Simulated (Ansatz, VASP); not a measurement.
# Cross-check of Cu (Cu(100)) between VASP and Ansatz

Aim: how closely do two programs agree when they are given the same cell, functional and k mesh?

Method: plane waves, with VASP 6.6.1 beside it; single point at PBE, in Ansatz 0.2.0.

### 1. Set-up

The cell holds 6 atoms: 6 Cu. Its edges and angles: a = 2.566 Å, b = 2.566 Å, c = 24.071 Å, α = 90.0°, β = 90.0°, γ = 90.0°. It derives from Cu. As first built, before any earlier steps moved the atoms (in the runner's words): 6 layers of fcc Cu, cut at this functional's lattice. Vacuum lies along c.

As a file:

```
Cu
1.0
     2.56563    0.00000    0.00000
     0.00000    2.56563    0.00000
     0.00000    0.00000   24.07086
Cu
6
Direct
  0.50000 0.50000 0.31239
  0.00000 0.00000 0.38588
  0.50000 0.50000 0.46192
  0.00000 0.00000 0.53808
  0.50000 0.50000 0.61412
  0.00000 0.00000 0.68761
```

### 2. VASP: single point, PBE

A single point gives forces, pressure and levels at one fixed geometry, so differences don't come from the geometry; what else differs is listed under the comparison.

Lines of VASP's logs that name or quote its potential files are left out, and so is its time.

The input, INCAR:

```
SYSTEM = Cu
PREC = Normal
ENCUT = 330
EDIFF = 1E-06
NELM = 120
ISMEAR = 1
SIGMA = 0.15
LREAL = .FALSE.
ALGO = Fast
GGA = PE
NBANDS = 40
LASPH = .TRUE.
LORBIT = 11
LWAVE = .FALSE.
LCHARG = .FALSE.
KPAR = 4
IDIPOL = 3
LDIPOL = .TRUE.
DIPOL = 0.5 0.5 0.5
LVHAR = .TRUE.
LVACPOTAV = .TRUE.
```

The input, POSCAR:

```
Cu
1.0
    2.5656253229      0.0000000000      0.0000000000
    0.0000000000      2.5656253229      0.0000000000
    0.0000000000      0.0000000000     24.0708553190
Cu
6
Direct
    0.5000000000      0.5000000000      0.3123904710
    0.0000000000      0.0000000000      0.3858768292
    0.5000000000      0.5000000000      0.4619213656
    0.0000000000      0.0000000000      0.5380786344
    0.5000000000      0.5000000000      0.6141231708
    0.0000000000      0.0000000000      0.6876095290
```

The input, KPOINTS:

```
Automatic mesh
0
Gamma
13 13 1
0 0 0
```

The projector-augmented-wave data sets are Cu (PBE family, release 64).

Launch:

```
$ mpirun -np 4 vasp_std
```

Numbers of over 12 decimals in the logs are rounded to 6 here.

The program printed:

```text
[banner, memory and clock lines left out]
running    4 mpi-ranks, on    1 nodes
 distrk:  each k-point on    1 cores,    4 groups
 distr:  one band on    1 cores,    1 groups

 POSCAR found type information on POSCAR Cu
 POSCAR found :  1 types and       6 ions
 LDA part: xc-table for (Slater+PW92), standard interpolation
 POSCAR, INCAR and KPOINTS ok, starting setup
 FFT: planning ... GRIDC
 FFT: planning ... GRID_SOFT
 FFT: planning ... GRID
 WAVECAR not read
 entering main loop
       N       E                     dE             d eps       ncg     rms          rms(c)
DAV:   1     0.510438858308E+03    0.51044E+03   -0.22598E+04  2240   0.165E+03
DAV:   2     0.225036954868E+02   -0.48794E+03   -0.47307E+03  2240   0.377E+02
DAV:   3    -0.246753839603E+02   -0.47179E+02   -0.43955E+02  2376   0.171E+02
DAV:   4    -0.260339616960E+02   -0.13586E+01   -0.13521E+01  2528   0.365E+01
DAV:   5    -0.260702753373E+02   -0.36314E-01   -0.36300E-01  2656   0.454E+00    0.177E+01
RMM:   6    -0.230681451455E+02    0.30021E+01   -0.53840E+01  2377   0.956E+01    0.952E+00
RMM:   7    -0.212367654643E+02    0.18314E+01   -0.11045E+01  2300   0.469E+01    0.167E+00
RMM:   8    -0.212712433292E+02   -0.34478E-01   -0.71265E-01  2410   0.623E+00    0.156E+00
RMM:   9    -0.212357639497E+02    0.35479E-01   -0.23709E-01  2461   0.532E+00    0.269E-01
RMM:  10    -0.212374483762E+02   -0.16844E-02   -0.74681E-02  2829   0.198E+00    0.227E-01
RMM:  11    -0.212363097022E+02    0.11387E-02   -0.10894E-02  2482   0.770E-01    0.880E-02
RMM:  12    -0.212360586730E+02    0.25103E-03   -0.34928E-03  2536   0.579E-01    0.751E-02
RMM:  13    -0.212360799043E+02   -0.21231E-04   -0.13946E-03  2622   0.303E-01    0.529E-02
RMM:  14    -0.212360276743E+02    0.52230E-04   -0.46126E-04  2558   0.184E-01    0.145E-02
RMM:  15    -0.212361423820E+02   -0.11471E-03   -0.27648E-04  2541   0.134E-01    0.263E-02
RMM:  16    -0.212362270585E+02   -0.84676E-04   -0.14333E-04  2452   0.136E-01    0.206E-02
RMM:  17    -0.212362463297E+02   -0.19271E-04   -0.64269E-05  2458   0.752E-02    0.706E-03
RMM:  18    -0.212362756347E+02   -0.29305E-04   -0.25947E-05  2498   0.324E-02    0.208E-03
RMM:  19    -0.212362962377E+02   -0.20603E-04   -0.85798E-06  2106   0.237E-02    0.598E-03
RMM:  20    -0.212363011035E+02   -0.48659E-05   -0.25313E-06  1637   0.178E-02    0.227E-03
RMM:  21    -0.212363111835E+02   -0.10080E-04   -0.14467E-06  1558   0.110E-02    0.179E-03
RMM:  22    -0.212363153645E+02   -0.41809E-05   -0.80213E-07  1475   0.101E-02    0.687E-04
RMM:  23    -0.212363158211E+02   -0.45662E-06   -0.19209E-07  1369   0.439E-03
|                                                                             |
|           W    W    AA    RRRRR   N    N  II  N    N   GGGG   !!!           |
|           W    W   A  A   R    R  NN   N  II  NN   N  G    G  !!!           |
|           W    W  A    A  R    R  N N  N  II  N N  N  G       !!!           |
|           W WW W  AAAAAA  RRRRR   N  N N  II  N  N N  G  GGG   !            |
|           WW  WW  A    A  R   R   N   NN  II  N   NN  G    G                |
|           W    W  A    A  R    R  N    N  II  N    N   GGGG   !!!           |
|                                                                             |
|     Did not find any points to average over, which means that no vacuum     |
|     field-free region was found. Please increase the size of  your cell     |
|     in the dimension of the dipole correction to obtain accurate            |
|     workfunction values.                                                    |
|                                                                             |

   1 F= -.21236316E+02 E0= -.21236786E+02  d E =0.141117E-02
|                                                                             |
|           W    W    AA    RRRRR   N    N  II  N    N   GGGG   !!!           |
|           W    W   A  A   R    R  NN   N  II  NN   N  G    G  !!!           |
|           W    W  A    A  R    R  N N  N  II  N N  N  G       !!!           |
|           W WW W  AAAAAA  RRRRR   N  N N  II  N  N N  G  GGG   !            |
|           WW  WW  A    A  R   R   N   NN  II  N   NN  G    G                |
|           W    W  A    A  R    R  N    N  II  N    N   GGGG   !!!           |
|                                                                             |
|     Did not find any points to average over, which means that no vacuum     |
|     field-free region was found. Please increase the size of  your cell     |
|     in the dimension of the dipole correction to obtain accurate            |
|     workfunction values.                                                    |
|                                                                             |
```

Parts of OUTCAR (step 2):

```text
ion  position               nearest neighbor table
   1  0.500  0.500  0.312-   2 2.53   2 2.53   2 2.53   2 2.53
   2  0.000  0.000  0.386-   1 2.53   1 2.53   1 2.53   1 2.53   3 2.58   3 2.58   3 2.58   3 2.58

  LATTYP: Found a simple tetragonal cell.
 ALAT       =     2.5656253229
 C/A-ratio  =     9.3820617937

 Subroutine GETGRP returns: Found 16 space group operations
 (whereof  8 operations were pure point group operations)

The static configuration has the point symmetry C_4v.
 The point group associated with its full space group is D_4h.

 Found     28 irreducible k-points:

   k-points           NKPTS =     28   k-points in BZ     NKDIM =     28   number of bands    NBANDS=     40

   dimension x,y,z NGX =    12 NGY =   12 NGZ =  108
   dimension x,y,z NGXF=    24 NGYF=   24 NGZF=  216

   ENCUT  =  330.0 eV  24.25 Ry    4.92 a.u.   3.80  3.80 35.65*2*pi/ulx,y,z

   NELECT =      66.0000    total number of electrons

 k-points in reciprocal lattice and weights: Automatic mesh
   0.00000000  0.00000000  0.00000000       0.006
   0.07692308  0.00000000  0.00000000       0.024
   0.15384615  0.00000000  0.00000000       0.024
   0.23076923  0.00000000  0.00000000       0.024
   0.30769231  0.00000000  0.00000000       0.024
   0.38461538  0.00000000  0.00000000       0.024
   0.46153846  0.00000000  0.00000000       0.024
   0.07692308  0.07692308  0.00000000       0.024
   0.15384615  0.07692308  0.00000000       0.047
[...]
0.46153846  0.38461538  0.00000000       0.047
   0.46153846  0.46153846  0.00000000       0.024

 dipolmoment           0.000000      0.000000      0.000000 electrons x Angstroem

 average (electrostatic) potential at core
       1 -69.9124       2 -70.3240       3 -70.3077       4 -70.3077       5 -70.3240
       6 -69.9124

 E-fermi :   0.9622

 k-point     1 :       0.0000    0.0000    0.0000
  band No.  band energies     occupation
    ...
     31      -0.5179      2.00000
     32      -0.5179      2.00000
     33      -0.5161      2.00000
     34      -0.5161      2.00000
     35      -0.5150      2.00000
     36       1.1877     -0.05500
     37       2.2192     -0.00000
     38       5.1534      0.00000
     39       5.4335      0.00000
     40       6.5668      0.00000

 k-point     2 :       0.0769    0.0000    0.0000
  band No.  band energies     occupation
    ...
     31      -0.5892      2.00000
     32      -0.5776      2.00000
     33      -0.5394      2.00000
     34      -0.4915      2.00000
     35      -0.1601      2.00000
     36       1.4436     -0.00006
     37       2.5188     -0.00000
     38       5.2928      0.00000
     39       5.5645      0.00000
     40       6.7058      0.00000

 k-point     3 :       0.1538    0.0000    0.0000
  band No.  band energies     occupation
    ...
     31      -0.6352      2.00000
     32      -0.6319      2.00000
     33      -0.5306      2.00000
     34      -0.5056      2.00000
     35       0.3962      2.00000
     36       2.0582     -0.00000
     37       3.2657     -0.00000
     38       5.7108      0.00000
     39       5.9548      0.00000
     40       7.1226      0.00000

  Total       -1.1974872     -1.1974872     -0.0470997      0.0000000      0.0000000      0.0000000
  in kB      -12.1088656    -12.1088656     -0.4762676      0.0000000      0.0000000      0.0000000
  external PRESSURE =      -8.2313330 kB  Pullay stress =       0.0000000 kB

  energy-cutoff  :      330.00
  volume of cell :      158.44
      direct lattice vectors                 reciprocal lattice vectors
     2.565625323  0.000000000  0.000000000     0.389768526  0.000000000  0.000000000
     0.000000000  2.565625323  0.000000000     0.000000000  0.389768526  0.000000000
     0.000000000  0.000000000 24.070855319     0.000000000  0.000000000  0.041544016

 POSITION                                       TOTAL-FORCE (eV/Angst)
 -----------------------------------------------------------------------------------
      1.28281      1.28281      7.51951        -0.000000     -0.000000      0.002756
      0.00000      0.00000      9.28839        -0.000000      0.000000     -0.008893
      1.28281      1.28281     11.11884         0.000000      0.000000      0.010216
      0.00000      0.00000     12.95201        -0.000000      0.000000     -0.010216
      1.28281      1.28281     14.78247         0.000000     -0.000000      0.008893
      0.00000      0.00000     16.55135        -0.000000      0.000000     -0.002756
 -----------------------------------------------------------------------------------
    total drift:                                0.000000      0.000000      0.000000

  FREE ENERGIE OF THE ION-ELECTRON SYSTEM (eV)
  ---------------------------------------------------
  free  energy   TOTEN  =       -21.2363158211 eV

  energy  without entropy=      -21.2377269915  energy(sigma->0) =      -21.23678621

 total charge
# of ion       s       p       d       tot
------------------------------------------
    1        0.444   0.261   9.204   9.909
    2        0.442   0.375   9.172   9.989
    3        0.440   0.370   9.167   9.976
    4        0.440   0.370   9.167   9.976
    5        0.442   0.375   9.172   9.989
    6        0.444   0.261   9.204   9.909
--------------------------------------------------
tot          2.651   2.012  55.085  59.748

[... 3 further parts left out ...]
```

### 3. Ansatz: single point, PBE

Ansatz runs on its default PAW (the set named soft_2) files.

The same cell, functional, mesh and smearing now go to Ansatz, which takes its cutoff from its data sets.

The input, input.yaml:

```yaml
crystal:
  lattice:
    - [2.5656253229, 0.0, 0.0]
    - [0.0, 2.5656253229, 0.0]
    - [0.0, 0.0, 24.070855319]
  atoms:
    - { symbol: Cu, position: [0.5, 0.5, 0.312390471] }
    - { symbol: Cu, position: [0.0, 0.0, 0.3858768292] }
    - { symbol: Cu, position: [0.5, 0.5, 0.4619213656] }
    - { symbol: Cu, position: [0.0, 0.0, 0.5380786344] }
    - { symbol: Cu, position: [0.5, 0.5, 0.6141231708] }
    - { symbol: Cu, position: [0.0, 0.0, 0.687609529] }
hamiltonian:
  xc: pbe
  pseudopotentials: { kind: paw }
kpoints:
  mp_grid: { grid: [13, 13, 1] }
scf:
  occupations: { method: methfessel_paxton, width: 0.15 }
  n_extra_bands: 5
efield:
  axis: 3
  dipole_correction: true
  ramp_width: 0.04
output:
  forces: true
  eigenvalues: true
  write_density: true
  write_potential: true
  elf: true
  volumetric_format: npy
```

Launch:

```
$ ansatz run input.yaml --threads 4 --pin off --max-ram 9216MiB --backend cpu --events-out ev --progress --plain --runs-dir out
```

The program printed:

```text
scf.n_extra_bands = 5 over 57 filled bands (N_el = 114.0): the run solves 62 bands
Engine: ansatz 0.2.0, aarch64-unknown-linux-gnu
Pseudopotentials: kind: paw
Pseudopotential: Cu, paw, valence charge 19, recommended cutoff 420 eV (normal), Cu.paw.azcp
Functional definition: PBE
  parameter kappa = 0.804
  parameter beta = 0.066725
  exchange = pbe_x(kappa = kappa, mu = beta*pi^2/3)
  correlation = pbe_c(beta = beta)
Crystal: 6 atoms, lattice volume = 158.445 Å³
Basis set: ecut = 420 eV, 3133 PW (Γ), exchange–correlation on 36×36×324 points (8 copies of the dense FFT grid, shifted against one another)
Bands: 62, of which v1, the nominal top of the filled ones, is band 57 counted from 1 (56 counted from 0)
Symmetry: 8 space group operations
k-points: 28 of 169
Non-local potential: Cu, projectors of the file, l = 0: 3, l = 1: 2, l = 2: 3, l = 3: 1
PAW form: soft (Blöchl's): semilocal exchange-correlation on the pseudo side does not see the compensation charge
PAW one-centre angular grid: Cu, 590 points (default); XC on 64 Gauss nodes
Initial density: superposition of atomic densities (neutral atoms: chi_scale 0, normalization atom), corrected by the library's trained network
Initial wavefunctions: pseudopotential atomic-orbital guess
Functional: x = pbe(κ = 0.804, μ = 0.219515), c = pbe(β = 0.066725)
SCF iter   1: F=—  HF=-39749.838138 eV  |F-HF|=—  |Δ(HF+E_count)|=         —  Δρ=1.97e-3  dr2=3.37e-2  ethr=1.77e-3  p=0.000 e·Å  D=4.11e-13 V/Å  ΔV_dip=-0.00 eV  dr2_dipole=1.13e-9  V_vac-E_F(+/−)=4.42/4.42 eV  ⟨swp⟩=6.2  Hψ=6823  notcnv=0
efield: sawtooth ramp at fractional position 0.9800 (placed from the atoms, in the widest stretch of the axis that holds none; the zero of the levels goes with the place), width 0.0400; the density the first Hamiltonian is built on has a dipole p = 0.000 e·Å; the dipole correction subtracts the counter field D = 4.11e-13 V/Å, which shifts the + side's vacuum level by -0.00 eV against the − side's; the planar-averaged density in the ramp window peaks in size at 6.0e-5 e/Å³
preconditioner: auto → LDOS  [insulator: Δε(μ)=0.101 eV  Ē_g=5.696 eV  σ=0.150 eV  W_gap=0.54  n_scr=46 (ndim 8)  ℏωp=24.0 eV  f_vac=0.511  D(μ)=1.39/eV (n_scr^D=8)  ε∞_Penn≈18.7  β→1.0]
SCF iter   2: F=—  HF=-39749.840224 eV  |F-HF|=—  |Δ(HF+E_count)|=   2.09e-3  S|Δr|=    0.00e0  Δρ=2.26e-3  dr2=1.15e-2  ethr=2.95e-5  p=-0.000 e·Å  D=-8.91e-5 V/Å  ΔV_dip=0.00 eV  dr2_dipole=5.18e-8  V_vac-E_F(+/−)=4.53/4.53 eV  ⟨swp⟩=2.2  Hψ=3328  notcnv=0
SCF iter   3: F=—  HF=-39749.839477 eV  |F-HF|=—  |Δ(HF+E_count)|=   7.47e-4  S|Δr|=    0.00e0  Δρ=1.49e-3  dr2=2.12e-3  ethr=1.01e-5  p=0.000 e·Å  D=4.75e-5 V/Å  ΔV_dip=-0.00 eV  dr2_dipole=1.23e-7  V_vac-E_F(+/−)=4.49/4.50 eV  ⟨swp⟩=2.0  Hψ=2618  notcnv=0
SCF iter   4: F=—  HF=-39749.839099 eV  |F-HF|=—  |Δ(HF+E_count)|=   3.78e-4  S|Δr|=    0.00e0  Δρ=3.80e-4  dr2=1.76e-4  ethr=1.86e-6  p=0.000 e·Å  D=2.06e-5 V/Å  ΔV_dip=-0.00 eV  dr2_dipole=3.08e-8  V_vac-E_F(+/−)=4.49/4.49 eV  ⟨swp⟩=2.2  Hψ=2783  notcnv=0
SCF iter   5: F=—  HF=-39749.839093 eV  |F-HF|=—  |Δ(HF+E_count)|=   6.55e-6  S|Δr|=    0.00e0  Δρ=9.18e-5  dr2=8.43e-6  ethr=1.55e-7  p=0.000 e·Å  D=3.55e-7 V/Å  ΔV_dip=-0.00 eV  dr2_dipole=1.64e-8  V_vac-E_F(+/−)=4.49/4.49 eV  ⟨swp⟩=2.8  Hψ=2813  notcnv=0
SCF iter   6: F=—  HF=-39749.839099 eV  |F-HF|=—  |Δ(HF+E_count)|=   6.27e-6  S|Δr|=    0.00e0  Δρ=6.44e-5  dr2=4.96e-6  ethr=7.39e-9  p=0.000 e·Å  D=8.00e-6 V/Å  ΔV_dip=-0.00 eV  dr2_dipole=2.18e-8  V_vac-E_F(+/−)=4.49/4.50 eV  ⟨swp⟩=3.2  Hψ=3771  notcnv=0
SCF iter   7: F=—  HF=-39749.839102 eV  |F-HF|=—  |Δ(HF+E_count)|=   2.48e-6  S|Δr|=    0.00e0  Δρ=3.14e-5  dr2=1.10e-6  ethr=4.35e-9  p=0.000 e·Å  D=3.18e-6 V/Å  ΔV_dip=-0.00 eV  dr2_dipole=2.99e-12  V_vac-E_F(+/−)=4.50/4.50 eV  ⟨swp⟩=2.0  Hψ=2243  notcnv=0
SCF iter   8: F=—  HF=-39749.839103 eV  |F-HF|=—  |Δ(HF+E_count)|=   1.16e-6  S|Δr|=    0.00e0  Δρ=8.56e-6  dr2=1.26e-7  ethr=9.69e-10  p=0.000 e·Å  D=3.63e-6 V/Å  ΔV_dip=-0.00 eV  dr2_dipole=1.02e-9  V_vac-E_F(+/−)=4.50/4.50 eV  ⟨swp⟩=2.0  Hψ=2597  notcnv=0
SCF iter   9: F=-39749.839103 eV  HF=-39749.839103 eV  |F-HF|=1.56e-8  |Δ(HF+E_count)|=   3.75e-7  S|Δr|=    0.00e0  Δρ=2.29e-6  dr2=8.30e-9  ethr=8.77e-11  p=0.000 e·Å  D=8.42e-8 V/Å  ΔV_dip=-0.00 eV  dr2_dipole=1.57e-11  V_vac-E_F(+/−)=4.50/4.50 eV  ⟨swp⟩=13.6  Hψ=14717  notcnv=0
SCF 1 converged in 9 iterations: F = -39749.839103 eV  dr2 = 8.30e-9
  greatest PAW one-centre occupation: 1.000 electrons in one spin orbital (limit 2), on the Cu atom at site 0 (counted from 0), in its partial waves of l = 0
WARN: The output density's exchange-correlation potential varies sharply where the density is thin. Do not read a vacuum level from v_tot or v_xc, or from such a field of the output density. On a cell that repeats whose density bears no net charge and no dipole along the vacuum's axis use v_es (v_loc + v_h of the components); under efield.dipole_correction with no amplitude use v_es + v_field, which holds any externa [...]
SCF converged after 9 iterations
Stability not checked: this state was not tested for a lower state beside it, because cold or Methfessel-Paxton smearing, or corrected tetrahedra, fill the levels in a way that the test cannot read (fill_not_monotonic; see scf.lower_state_search)
Free energy (F): -39749.839103 eV
Harris-Foulkes:  -39749.839103 eV  (|F-HF|=1.56e-8)
Internal energy: -39749.840902 eV  (E = F + TS)
E sigma→0 (E₀):  -39749.839553 eV
Entropy (-TS):   0.001799 eV (0.300 meV/atom)
Fermi energy:    5.058401 eV
Dipole field:    D = -0.000006 V/Å  (p = -0.000005 e·Å, saw-weighted, corrected)
Work function:   Φ+ = 4.4972 eV   Φ− = 4.4971 eV
Levels:          The Fermi level and band energies are counted from a zero that moves with the ramp; work functions are not
--- Per-component energies (eV) ---
  E_band       = -3472.136619
  E_kinetic    = 1797.617872
  E_local      = -243380.289153  (includes V_loc(G=0)·N_el)
  E_nonlocal   = 2347.414486
  E_hartree    = 119588.835934
  E_xc         = -533.794950
  E_vxc        = -688.522731  (∫ρ·V_xc dr)
  E_paw        = -9985.333747  (= ΣΔE_a)
  E_vpaw       = -2726.058578  (= ΣTr[D̂ρ^β])
  E_aug_tail   = 0.001699  (compensation charges beyond the density's cutoff)
  E_efield     = 0.000000  (sawtooth field / dipole correction)
  E_vefield    = 0.000000  (∫n·V_field dr)
  E_ewald      = 90415.706957
  E_smearing   = 0.001799  (= −TS)
  E_closure    = -0.000000  (closes the sum)
  Σ components = -39749.839103   (vs F -39749.839103, Δ=0.00e0)
--- Forces (eV/Å), atoms counted from 1 ---
  atom   1  Cu     0.00000000     0.00000000     0.02811350
  atom   2  Cu    -0.00000000     0.00000000     0.00309473
  atom   3  Cu     0.00000000     0.00000000    -0.00964852
  atom   4  Cu     0.00000000     0.00000000     0.00964696
  atom   5  Cu     0.00000000     0.00000000    -0.00309606
  atom   6  Cu     0.00000000     0.00000000    -0.02809334
  max |Σ_I F_I| component: 1.73e-5 eV/Å
--- Band table (eV; the first three rows and the last of 28) ---
  k-point 0: bands = [... 53 lower, 3.5101, 3.5676, 3.6115, 3.6146, 3.6172, 3.6172, 5.2695, 6.2885, ... 1 higher]
  k-point 1: bands = [... 53 lower, 3.4277, 3.5422, 3.5523, 3.5899, 3.6408, 3.9392, 5.5295, 6.5932, ... 1 higher]
  k-point 2: bands = [... 53 lower, 3.4297, 3.4937, 3.4980, 3.6010, 3.6267, 4.4960, 6.1487, 7.3478, ... 1 higher]
  k-point 27: bands = [... 53 lower, 3.9318, 6.6056, 7.2350, 7.7998, 8.4700, 9.4088, 10.2058, 11.2429, ... 1 higher]
```

The job ended after 10 s (4 threads of Arm Neoverse V2, shared host; peak memory 0.62 GiB; 39 s of CPU time).

### 4. Comparison

Known differences besides the potentials themselves: the data sets hold 114 valence electrons in Ansatz (default PAW (the set named soft_2) files) and 66 in VASP; the cutoff is 420 eV in Ansatz and 330 eV in VASP (PREC = Normal). Total energies have different zeros and are not compared.

Both answers:

```csv
quantity,Ansatz,VASP,difference
"work function, lower of the two faces (eV)",4.50,4.48,+0.02
"work function, higher of the two faces (eV)",4.50,4.48,+0.02
```

At this near-relaxed geometry the largest component of a force difference is 25 meV/Å. VASP's log warns that it found no field-free region in the vacuum, so its work functions are uncertain.

### 5. What came out

| Item | Value |
| --- | --- |
| difference in work function, lower of the two faces (single point, PBE) | 0.018 eV |
| r.m.s. force difference (single point, PBE) | 11 meV/Å |

**Reading.** The r.m.s. force difference is 11 meV/Å (single point, PBE), at about the 12 meV/Å picked in this series as the mark of a large difference. How closely two codes agree says nothing of how well the functional describes the real material.

[Lines on the potential files, build, host, timing and source positions are cut from VASP's logs without a mark.]

[Logs are printed without paths, hosts, clocks, repeated set-up lines and the standing remarks that a program may print on its own settings, such as how far it seeks lower states.]

[Hosts, paths, dates, database ids (printed as entryN), source tags and the programs' standing remarks are cut or masked in the printed files.]
